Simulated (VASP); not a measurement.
Input of a VASP 6.6.1 run:

INCAR

```
  ALGO = Normal
  EDIFF = 1E-7
  ENCUT = 520
  GGA = PE
  GGA_COMPAT = F
  ISIF = 2
  ISMEAR = 0
  LASPH = T
  LCHARG = T
  LMAXMIX = 4
  LNONCOLLINEAR = T
  LORBIT = 11
  LORBMOM = T
  LREAL = F
  LSORBIT = T
  LVHAR = T
  LWAVE = F
  MAGMOM = 0 0 0 0 0 0 0 0 0 0 0 0 0 0 0
  NBANDS = 29
  NELM = 150
  PREC = Accurate
  SIGMA = 0.01
```

KPOINTS

```
k-points
0
Gamma
  1 1 1
```

File POSCAR:

```
HfH4
1.0
   12.0300000000      0.0000000000      0.0000000000
    0.0000000000     12.0300000000      0.0000000000
    0.0000000000      0.0000000000     11.1400000000
Hf H
1 4
Direct
    0.4999426400      0.4999426400      0.4999362700
    0.6258212800      0.4999426400      0.5959237000
    0.4999426400      0.6258212800      0.4039497300
    0.3740648400      0.4999426400      0.5959237000
    0.4999426400      0.3740648400      0.4039497300
```

Potentials or basis: VASP PAW PBE potentials, release 64 (Hf_pv, H).

Launch:

```console
$ cat potpaw_PBE.64/Hf_pv/POTCAR potpaw_PBE.64/H/POTCAR > POTCAR
$ mpirun -np 1 vasp_ncl > vasp.out
```

(1) Predict the largest force.

(2) Predict the net moment.

Results:

(1) 0.231 eV/Å.

(2) 0.00 μB per cell.
